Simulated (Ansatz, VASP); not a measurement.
**Ru: VASP beside Ansatz**

One calculation is typed for both programs; each brings its own data sets. How far apart do they land? Of the first pair: The structure shown is the start of the Ansatz relaxation below; VASP solves that cell, so the two are compared at the walk's first step.

Calculated with Ansatz 0.2.0; plane waves, with VASP 6.6.1 beside it; single point at PBEsol.

### 1. Set-up

The cell holds 6 atoms: 6 Ru. Cell: a = 2.706 Å, b = 2.706 Å, c = 23.705 Å, α = 90.0°, β = 90.0°, γ = 120.0°. It derives from Ru (Ruthenium). As first built, before any earlier steps moved the atoms (in the runner's words): stoichiometric True; symmetric True. Vacuum lies along c.

Coordinates:

```cif
data_structure
_symmetry_space_group_name_H-M 'P 1'
_symmetry_Int_Tables_number 1
_cell_length_a 2.7058
_cell_length_b 2.7058
_cell_length_c 23.7048
_cell_angle_alpha 90.000
_cell_angle_beta 90.000
_cell_angle_gamma 120.000
_cell_volume 150.30
loop_
_atom_site_label
_atom_site_type_symbol
_atom_site_fract_x
_atom_site_fract_y
_atom_site_fract_z
_atom_site_occupancy
Ru1 Ru 0.33333 0.66667 0.72579 1
Ru2 Ru 0.66667 0.33333 0.63548 1
Ru3 Ru 0.33333 0.66667 0.54516 1
Ru4 Ru 0.66667 0.33333 0.45484 1
Ru5 Ru 0.33333 0.66667 0.36452 1
Ru6 Ru 0.66667 0.33333 0.27421 1
```

### 2. Ansatz: relaxation, PBEsol

Ansatz runs on its default PAW (the set named soft_2) files.

The two programs are compared at the cell with which this relaxation starts, whose forces are those of its first step.

File input.yaml:

```yaml
crystal:
  lattice:
    - [2.7058, 0.0, 0.0]
    - [-1.3529, 2.3432915376, 0.0]
    - [0.0, 0.0, 23.70475]
  atoms:
    - { symbol: Ru, position: [0.333333333, 0.666666667, 0.725793354] }
    - { symbol: Ru, position: [0.666666667, 0.333333333, 0.635476012] }
    - { symbol: Ru, position: [0.333333333, 0.666666667, 0.545158671] }
    - { symbol: Ru, position: [0.666666667, 0.333333333, 0.454841329] }
    - { symbol: Ru, position: [0.333333333, 0.666666667, 0.364523988] }
    - { symbol: Ru, position: [0.666666667, 0.333333333, 0.274206646] }
kpoints:
  mp_grid: { grid: [12, 12, 1] }
scf:
  occupations: { method: fermi_dirac, width: 0.05 }
  n_extra_bands: 8
hamiltonian:
  xc: pbesol
  pseudopotentials: { kind: paw }
output:
  forces: true
  write_potential: true
  volumetric_format: []
relax:
  f_tol: 0.03
  max_steps: 45
  constraints: [{ sites: [2, 3] }]
```

The run is started by

```bash
$ ansatz run input.yaml --threads 4 --pin off --max-ram 8192MiB --backend cpu --events-out ev --progress --plain --runs-dir out
```

Numbers of over 12 decimals in the logs are rounded to 6 here.

What it wrote:

```text
scf.n_extra_bands = 8 over 48 filled bands (N_el = 96.0): the run solves 56 bands
Engine: ansatz 0.2.0, x86_64-unknown-linux-gnu
Pseudopotentials: kind: paw
Pseudopotential: Ru, paw, valence charge 16, recommended cutoff 420 eV (normal), Ru.paw.azcp
Functional definition: PBEsol
  exchange = pbesol_x
  correlation = pbesol_c
Crystal: 6 atoms, lattice volume = 150.299 Å³
Basis set: ecut = 420 eV, 2989 PW (Γ), exchange–correlation on 40×40×320 points (8 copies of the dense FFT grid, shifted against one another)
Bands: 56, of which v1, the nominal top of the filled ones, is band 48 counted from 1 (47 counted from 0)
Symmetry: 12 space group operations
Space group: P-3m1 (ITA 164), of the structure as read, at distance tolerance 5.3e-5 Å
k-points: 19 of 144
Non-local potential: Ru, projectors of the file, l = 0: 3, l = 1: 2, l = 2: 2, l = 3: 1
PAW form: soft (Blöchl's): semilocal exchange-correlation on the pseudo side does not see the compensation charge
PAW frozen core: Ru, regenerated for the run's functional, and the local potential with it (the file was generated under x = pbe(κ = 0.804, μ = 0.219515), c = pbe(β = 0.066725))
PAW one-centre angular grid: Ru, 590 points (default); XC on 64 Gauss nodes
Initial density: superposition of atomic densities (neutral atoms: chi_scale 0, normalization atom), corrected by the library's trained network
Initial wavefunctions: pseudopotential atomic-orbital guess
Functional: x = pbesol(κ = 0.804, μ = 0.123457), c = pbesol(β = 0.046)
SCF iter   1: F=—  HF=-34896.603744 eV  |F-HF|=—  |Δ(HF+E_count)|=         —  Δρ=1.41e-2  dr2=2.84e0  ethr=1.77e-3  ⟨swp⟩=7.5  Hψ=4393  notcnv=0
preconditioner: auto → LDOS  [metal: Δε(μ)=0.007 eV  Ē_g=4.403 eV  σ=0.050 eV  W_gap=0.04  n_scr=18 (ndim 8)  ℏωp=21.0 eV  f_vac=0.406  D(μ)=5.51/eV (n_scr^D=18)  β→1.0]
SCF iter   2: F=—  HF=-34896.564662 eV  |F-HF|=—  |Δ(HF+E_count)|=   3.91e-2  Δρ=8.71e-3  dr2=3.88e-1  ethr=1.77e-3  ⟨swp⟩=2.0  Hψ=1342  notcnv=0  defer=8
SCF iter   3: F=—  HF=-34896.539406 eV  |F-HF|=—  |Δ(HF+E_count)|=   2.53e-2  Δρ=2.11e-3  dr2=1.52e-2  ethr=4.04e-4  ⟨swp⟩=2.3  Hψ=1564  notcnv=0  defer=8
SCF iter   4: F=—  HF=-34896.537775 eV  |F-HF|=—  |Δ(HF+E_count)|=   1.63e-3  Δρ=4.30e-4  dr2=2.19e-3  ethr=1.58e-5  ⟨swp⟩=3.0  Hψ=1970  notcnv=0  defer=8
SCF iter   5: F=—  HF=-34896.537592 eV  |F-HF|=—  |Δ(HF+E_count)|=   1.83e-4  Δρ=1.76e-4  dr2=1.01e-4  ethr=2.28e-6  ⟨swp⟩=2.2  Hψ=1523  notcnv=0  defer=8
SCF iter   6: F=—  HF=-34896.537593 eV  |F-HF|=—  |Δ(HF+E_count)|=   1.26e-6  Δρ=9.19e-5  dr2=3.39e-5  ethr=1.05e-7  ⟨swp⟩=3.2  Hψ=2090  notcnv=0  defer=8
SCF iter   7: F=-34896.537587 eV  HF=-34896.537589 eV  |F-HF|=2.14e-6  |Δ(HF+E_count)|=   4.27e-6  Δρ=3.79e-5  dr2=4.86e-6  ethr=2.34e-8  ⟨swp⟩=13.8  Hψ=10489  notcnv=0
SCF 1 converged in 7 iterations: F = -34896.537587 eV  dr2 = 4.86e-6
  Residual-converged pass: ⟨swp⟩=1.0  Hψ=1140  notcnv=0  max |occ|·‖R‖ = 7.1e-9 eV (tolerance 1.0e-8 eV)  dr2=4.86e-6  dr2_onsite=6.62e-8  max |Δocc| = 2.2e-10
  greatest PAW one-centre occupation: 0.999 electrons in one spin orbital (limit 2), on the Ru atom at site 5 (counted from 0), in its partial waves of l = 0
relax step   1: F+E_penalty+E_count = -34896.53758666 eV  Δ(F+E_penalty+E_count) = +0.000e0 eV  max|allowed force component| = 1.065e0 eV/Å  Δτ_max = 0.0000 Å  (7 SCF iters, dr2 threshold 2.25e-5 eV, accepted)
[...]
relax step   2: F+E_penalty+E_count = -34896.63442048 eV  Δ(F+E_penalty+E_count) = -9.683e-2 eV  max|allowed force component| = 6.503e-1 eV/Å  Δτ_max = 0.1950 Å  (7 SCF iters, dr2 threshold 7.09e-5 eV, accepted)
[...]
relax step   3: F+E_penalty+E_count = -34896.66903419 eV  Δ(F+E_penalty+E_count) = -3.461e-2 eV  max|allowed force component| = 5.568e-2 eV/Å  Δτ_max = 0.0604 Å  (6 SCF iters, dr2 threshold 2.64e-5 eV, accepted)
[...]
relax step   4: F+E_penalty+E_count = -34896.66924668 eV  Δ(F+E_penalty+E_count) = -2.125e-4 eV  max|allowed force component| = 1.491e-3 eV/Å  Δτ_max = 0.0027 Å  (5 SCF iters, accepted)
NSCF: frozen V_eff on 19 k-points
the band table was solved once a step of the walk had ended and its energy, with any forces and stress, was formed, with the checks that follow a solve (4682 applications of the Hamiltonian). They found nothing against the state; the energy, forces and stress were not computed again (output.eigenvalues in the input reference)
WARN: The output density's exchange-correlation potential varies sharply where the density is thin. Do not read a vacuum level from v_tot or v_xc, or from such a field of the output density. On a cell that repeats whose density bears no net charge and no dipole along the vacuum's axis use v_es (v_loc + v_h of the components); under efield.dipole_correction with no amplitude use v_es + v_field, which holds any externa [...]
SCF converged after 5 iterations
Free energy (F): -34896.669247 eV
Harris-Foulkes:  -34896.669247 eV  (|F-HF|=3.66e-8)
Internal energy: -34896.621542 eV  (E = F + TS)
E sigma→0 (E₀):  -34896.645395 eV
Entropy (-TS):   -0.047704 eV (-7.951 meV/atom)
Fermi energy:    10.403288 eV
--- Per-component energies (eV) ---
  E_band       = -1576.247597
  E_kinetic    = 3083.383412
  E_local      = -123904.740644  (includes V_loc(G=0)·N_el)
  E_nonlocal   = 2070.349651
  E_hartree    = 59969.611794
  E_xc         = -1134.657238
  E_vxc        = -1429.135302  (∫ρ·V_xc dr)
  E_paw        = -20397.173201  (= ΣΔE_a)
  E_vpaw       = -1335.406122  (= ΣTr[D̂ρ^β])
  E_aug_tail   = -0.001220  (compensation charges beyond the density's cutoff)
  E_ewald      = 45415.086128
  E_core_change = 1.519776  (= ΣΔE_core)
  E_smearing   = -0.047704  (= −TS)
  E_closure    = 0.000000  (closes the sum)
  Σ components = -34896.669247   (vs F -34896.669247, Δ=0.00e0)
--- Forces (eV/Å), atoms counted from 1 ---
  atom   1  Ru     0.00000000    -0.00000000     0.00100520
  atom   2  Ru     0.00000000    -0.00000000    -0.00149058
  atom   3  Ru    -0.00000000     0.00000000     0.06034878
  atom   4  Ru     0.00000000    -0.00000000    -0.06034878
  atom   5  Ru     0.00000000     0.00000000     0.00149058
  atom   6  Ru    -0.00000000     0.00000000    -0.00100520
  max |Σ_I F_I| component: 1.47e-17 eV/Å
--- Band table (eV; the first three rows and the last of 19) ---
  k-point 0: bands = [... 44 lower, 8.3242, 8.3650, 9.2051, 9.2051, 9.5506, 9.8206, 9.8206, 10.6388, ... 4 higher]
  k-point 1: bands = [... 44 lower, 8.4543, 8.4909, 9.0524, 9.1491, 9.3076, 9.7406, 9.7709, 10.1970, ... 4 higher]
  k-point 2: bands = [... 44 lower, 8.6229, 8.7307, 8.9641, 9.0221, 9.2556, 9.3340, 9.7946, 9.8400, ... 4 higher]
  k-point 18: bands = [... 44 lower, 9.1884, 9.5615, 10.5908, 11.0639, 11.0639, 11.4646, 11.4646, 11.5104, ... 4 higher]
--- Relaxed structure (4 steps of the walk, 4 accepted, 0 SCFs on fresh bases) ---
  F+E_penalty+E_count = -34896.66924668 eV   max|allowed force component| = 1.491e-3 eV/Å
  atoms:
    - { symbol: Ru, position: [0.333333, 0.666667, 0.720230] }
    - { symbol: Ru, position: [0.666667, 0.333333, 0.634413] }
    - { symbol: Ru, position: [0.333333, 0.666667, 0.545159] }
    - { symbol: Ru, position: [0.666667, 0.333333, 0.454841329] }
    - { symbol: Ru, position: [0.333333, 0.666667, 0.365587] }
    - { symbol: Ru, position: [0.666667, 0.333333, 0.279770] }
```

Reading the cycles: dr2 is the Hartree energy of the density residual (eV), the measure of convergence; HF is the Harris–Foulkes estimate of the energy, which meets the free energy F at convergence.

### 3. VASP: single point, PBEsol, start cell, pair 1

The same cell, functional, mesh and smearing now go to VASP, with its own data sets.

Lines of VASP's logs that name or quote its potential files are left out, and so is its time.

File INCAR:

```
SYSTEM = Ru
PREC = Accurate
ENCUT = 400
EDIFF = 1E-06
NELM = 120
ISMEAR = -1
SIGMA = 0.05
LREAL = .FALSE.
ALGO = Normal
GGA = PS
NBANDS = 52
LASPH = .TRUE.
LORBIT = 11
LWAVE = .FALSE.
LCHARG = .FALSE.
ISIF = 2
GGA_COMPAT = .FALSE.
KPAR = 2
```

File POSCAR:

```
Ru
1.0
    2.7058000000      0.0000000000      0.0000000000
   -1.3529000000      2.3432915376      0.0000000000
    0.0000000000      0.0000000000     23.7047500000
Ru
6
Direct
    0.3333333332      0.6666665519      0.7257933537
    0.6666666666      0.3333332185      0.6354760122
    0.3333333332      0.6666665519      0.5451586707
    0.6666666666      0.3333332185      0.4548413293
    0.3333333332      0.6666665519      0.3645239878
    0.6666666666      0.3333332185      0.2742066463
```

File KPOINTS:

```
Automatic mesh
0
Gamma
12 12 1
0 0 0
```

The projector-augmented-wave data sets are Ru_pv (PBE family, release 64).

The run is started by

```bash
$ mpirun -np 2 vasp_std
```

What it wrote:

```text
[banner, memory and clock lines left out]
running    2 mpi-ranks, on    1 nodes
 distrk:  each k-point on    1 cores,    2 groups
 distr:  one band on    1 cores,    1 groups

 POSCAR found type information on POSCAR Ru
 POSCAR found :  1 types and       6 ions
|                                                                             |
|               ----> ADVICE to this user running VASP <----                  |
|                                                                             |
|     You enforced a specific xc type in the INCAR file but a different       |
|     [... a line on the potential file left out ...]
|     I HOPE YOU KNOW WHAT YOU ARE DOING!                                     |
|                                                                             |

 LDA part: xc-table for (Slater+PW92), standard interpolation
 POSCAR, INCAR and KPOINTS ok, starting setup
 FFT: planning ... GRIDC
 FFT: planning ... GRID_SOFT
 FFT: planning ... GRID
 WAVECAR not read
 entering main loop
       N       E                     dE             d eps       ncg     rms          rms(c)
DAV:   1     0.850369727737E+03    0.85037E+03   -0.47681E+04  2416   0.135E+03
DAV:   2    -0.336572109872E+02   -0.88403E+03   -0.85415E+03  2148   0.457E+02
DAV:   3    -0.624003462683E+02   -0.28743E+02   -0.27348E+02  2476   0.797E+01
DAV:   4    -0.633507069146E+02   -0.95036E+00   -0.93056E+00  2364   0.113E+01
DAV:   5    -0.633967403542E+02   -0.46033E-01   -0.45882E-01  2560   0.208E+00    0.309E+01
DAV:   6    -0.621881394056E+02    0.12086E+01   -0.26429E+01  2252   0.318E+01    0.171E+01
DAV:   7    -0.110459000800E+03   -0.48271E+02   -0.14828E+02  2648   0.815E+01    0.604E+01
DAV:   8    -0.652762261544E+02    0.45183E+02   -0.59051E+01  2404   0.237E+01    0.230E+01
DAV:   9    -0.605590093996E+02    0.47172E+01   -0.23790E+01  2236   0.284E+01    0.133E+01
DAV:  10    -0.585532794733E+02    0.20057E+01   -0.58437E+00  2408   0.148E+01    0.367E+00
DAV:  11    -0.585560904783E+02   -0.28110E-02   -0.42681E-01  2244   0.357E+00    0.288E+00
DAV:  12    -0.585489174611E+02    0.71730E-02   -0.38127E-02  2628   0.113E+00    0.231E+00
DAV:  13    -0.585485030196E+02    0.41444E-03   -0.15308E-02  2312   0.739E-01    0.115E+00
DAV:  14    -0.585404904568E+02    0.80126E-02   -0.91989E-03  2244   0.732E-01    0.785E-01
[...]
DAV:  19    -0.585336285422E+02    0.55124E-04   -0.75584E-05  2088   0.412E-02    0.174E-02
DAV:  20    -0.585336516666E+02   -0.23124E-04   -0.37072E-05  2104   0.430E-02    0.299E-02
DAV:  21    -0.585337001863E+02   -0.48520E-04   -0.48469E-05  2340   0.538E-02    0.109E-02
DAV:  22    -0.585337597652E+02   -0.59579E-04   -0.58273E-06  1680   0.919E-03    0.972E-03
DAV:  23    -0.585337839171E+02   -0.24152E-04   -0.37725E-06  1412   0.133E-02    0.221E-03
DAV:  24    -0.585338024411E+02   -0.18524E-04   -0.89570E-07  1168   0.311E-03    0.165E-03
DAV:  25    -0.585338061657E+02   -0.37246E-05   -0.32883E-07  1100   0.379E-03    0.125E-03
DAV:  26    -0.585338071028E+02   -0.93705E-06   -0.84828E-08  1040   0.181E-03
   1 F= -.58533807E+02 E0= -.58510088E+02  d E =-.474385E-01
```

From OUTCAR (step 3):

```text
ion  position               nearest neighbor table
   1  0.333  0.667  0.726-   2 2.65   2 2.65   2 2.65
   2  0.667  0.333  0.635-   1 2.65   3 2.65   1 2.65   3 2.65   1 2.65   3 2.65
   3  0.333  0.667  0.545-   4 2.65   4 2.65   4 2.65   2 2.65   2 2.65   2 2.65
   4  0.667  0.333  0.455-   3 2.65   3 2.65   3 2.65   5 2.65   5 2.65   5 2.65
   5  0.333  0.667  0.365-   6 2.65   4 2.65   6 2.65   4 2.65   6 2.65   4 2.65
   6  0.667  0.333  0.274-   5 2.65   5 2.65   5 2.65

  LATTYP: Found a hexagonal cell.
 ALAT       =     2.7058000000
 C/A-ratio  =     8.7607177175

 Subroutine GETGRP returns: Found 12 space group operations
 (whereof 12 operations were pure point group operations)

The static configuration has the point symmetry D_3d.

 Found     19 irreducible k-points:

   k-points           NKPTS =     19   k-points in BZ     NKDIM =     19   number of bands    NBANDS=     52

   dimension x,y,z NGX =    18 NGY =   18 NGZ =  160
   dimension x,y,z NGXF=    36 NGYF=   36 NGZF=  320

   ENCUT  =  400.0 eV  29.40 Ry    5.42 a.u.   4.41  4.41 38.66*2*pi/ulx,y,z

   NELECT =      84.0000    total number of electrons

 k-points in reciprocal lattice and weights: Automatic mesh
   0.00000000  0.00000000  0.00000000       0.007
   0.08333333  0.00000000  0.00000000       0.042
   0.16666667  0.00000000  0.00000000       0.042
   0.25000000 -0.00000000  0.00000000       0.042
   0.33333333  0.00000000  0.00000000       0.042
   0.41666667  0.00000000  0.00000000       0.042
   0.50000000 -0.00000000  0.00000000       0.021
   0.08333333  0.08333333  0.00000000       0.042
   0.16666667  0.08333333  0.00000000       0.083
[...]
0.33333333  0.25000000  0.00000000       0.083
   0.33333333  0.33333333  0.00000000       0.014

 average (electrostatic) potential at core
       1 -74.9742       2 -75.4441       3 -75.3128       4 -75.3128       5 -75.4441
       6 -74.9742

 E-fermi :   4.5740

 k-point     1 :       0.0000    0.0000    0.0000
  band No.  band energies     occupation
    ...
     41       3.4713      2.00000
     42       3.4713      2.00000
     43       3.7438      2.00000
     44       4.1253      1.99975
     45       4.1253      1.99975
     46       4.8449      0.00885
     47       4.8449      0.00885
     48       5.0641      0.00011
     49       5.4044      0.00000
     50       5.4044      0.00000
    ...

 k-point     2 :       0.0833    0.0000    0.0000
  band No.  band energies     occupation
    ...
     43       3.4989      2.00000
     44       4.0004      1.99998
     45       4.0605      1.99993
     46       4.3144      1.98894
     47       4.4921      1.67489
     48       4.7921      0.02522
     49       5.0720      0.00009
     50       5.3880      0.00000
     51       5.6988      0.00000
     52       5.7929      0.00000

 k-point     3 :       0.1667    0.0000    0.0000
  band No.  band energies     occupation
    ...
     43       3.4278      2.00000
     44       3.5791      2.00000
     45       3.9421      1.99999
     46       4.0324      1.99996
     47       4.5708      1.03265
     48       4.6989      0.15204
     49       5.3455      0.00000
     50       5.5433      0.00000
     51       5.7638      0.00000
     52       5.9579      0.00000

  Total       -7.4692527     -7.4692527     -6.7995546      0.0000000      0.0000000     -0.0000000
  in kB      -79.6214974    -79.6214974    -72.4825813      0.0000000      0.0000000     -0.0000000
  external PRESSURE =     -77.2418587 kB  Pullay stress =       0.0000000 kB

  energy-cutoff  :      400.00
  volume of cell :      150.30
      direct lattice vectors                 reciprocal lattice vectors
     2.705800000  0.000000000  0.000000000     0.369576465  0.213375072  0.000000000
    -1.352900000  2.343291538  0.000000000     0.000000000  0.426750144  0.000000000
     0.000000000  0.000000000 23.704750000     0.000000000  0.000000000  0.042185638

 POSITION                                       TOTAL-FORCE (eV/Angst)
 -----------------------------------------------------------------------------------
      0.00000      1.56219     17.20475         0.000000      0.000000     -1.058329
      1.35290      0.78110     15.06380        -0.000000      0.000000      0.668914
      0.00000      1.56219     12.92285        -0.000000      0.000000      0.349372
      1.35290      0.78110     10.78190         0.000000     -0.000000     -0.349372
      0.00000      1.56219      8.64095         0.000000      0.000000     -0.668914
      1.35290      0.78110      6.50000        -0.000000     -0.000000      1.058329
 -----------------------------------------------------------------------------------
    total drift:                               -0.000841      0.001458     -0.000000

  FREE ENERGIE OF THE ION-ELECTRON SYSTEM (eV)
  ---------------------------------------------------
  free  energy   TOTEN  =       -58.5338071028 eV

  energy  without entropy=      -58.4863685994  energy(sigma->0) =      -58.51008785

 total charge
# of ion       s       p       d       tot
------------------------------------------
    1        0.385   6.215   5.923  12.523
    2        0.401   6.317   5.921  12.639
    3        0.403   6.319   5.943  12.665
    4        0.403   6.319   5.943  12.665
    5        0.401   6.317   5.921  12.639
    6        0.385   6.215   5.923  12.523
--------------------------------------------------
tot          2.378  37.704  35.572  75.654

[... 3 further parts left out ...]
```

### 4. Differences

Known differences besides the potentials themselves: the data sets hold 96 valence electrons in Ansatz (on its default PAW (the set named soft_2) files) and 84 in VASP; the cutoff is 420 eV in Ansatz and 400 eV in VASP; Ansatz makes its cores anew for this functional, VASP keeps those of its PBE data sets. Total energies have different zeros and are not compared.

Forces (eV/Å; atoms numbered as in POSCAR):

```csv
atom,"Ansatz x, y, z","VASP x, y, z"
Ru1,"0.000, 0.000, -1.065","0.000, 0.000, -1.058"
Ru2,"0.000, 0.000, 0.668","0.000, 0.000, 0.669"
Ru3,"0.000, 0.000, 0.352","0.000, 0.000, 0.349"
Ru4,"0.000, 0.000, -0.352","0.000, 0.000, -0.349"
Ru5,"0.000, 0.000, -0.668","0.000, 0.000, -0.669"
Ru6,"0.000, 0.000, 1.065","0.000, 0.000, 1.058"
```

The forces differ by 2.5 meV/Å r.m.s., which is 0.6 % of the r.m.s. force of 0.433 eV/Å (both taken over all components). With vacuum in the cell, a pressure given here is an average over mostly empty space and none of the material.

### 5. Ansatz: relaxation, PBEsol

This run makes the geometry at which the two programs are then compared.

The structure compared here is the end of the Ansatz relaxation.

input.yaml is that of step 2.

The run is started by

```bash
$ ansatz run input.yaml --threads 4 --pin off --max-ram 8192MiB --backend cpu --events-out ev --progress --plain --runs-dir out
```

What it wrote:

```text
[...]
Crystal: 6 atoms, lattice volume = 150.299 Å³
Basis set: ecut = 420 eV, 2989 PW (Γ), exchange–correlation on 40×40×320 points (8 copies of the dense FFT grid, shifted against one another)
Bands: 56, of which v1, the nominal top of the filled ones, is band 48 counted from 1 (47 counted from 0)
Symmetry: 12 space group operations
[...]
k-points: 19 of 144
[...]
--- Relaxed structure (4 steps of the walk, 4 accepted, 0 SCFs on fresh bases) ---
  F+E_penalty+E_count = -34896.66924668 eV   max|allowed force component| = 1.491e-3 eV/Å
  atoms:
    - { symbol: Ru, position: [0.333333, 0.666667, 0.720230] }
    - { symbol: Ru, position: [0.666667, 0.333333, 0.634413] }
    - { symbol: Ru, position: [0.333333, 0.666667, 0.545159] }
    - { symbol: Ru, position: [0.666667, 0.333333, 0.454841329] }
    - { symbol: Ru, position: [0.333333, 0.666667, 0.365587] }
    - { symbol: Ru, position: [0.666667, 0.333333, 0.279770] }
[key lines of the parts left out:]
SCF converged after 5 iterations
Free energy (F): -34896.669247 eV
Fermi energy:    10.403288 eV
```

(Continued in part 2 of 2.)

[Lines on the potential files, build, host, timing and source positions are cut from VASP's logs without a mark.]

[Logs are printed without paths, hosts, clocks, repeated set-up lines and the standing remarks that a program may print on its own settings, such as how far it seeks lower states.]

[Hosts, paths, dates, database ids (printed as entryN), source tags and the programs' standing remarks are cut or masked in the printed files.]
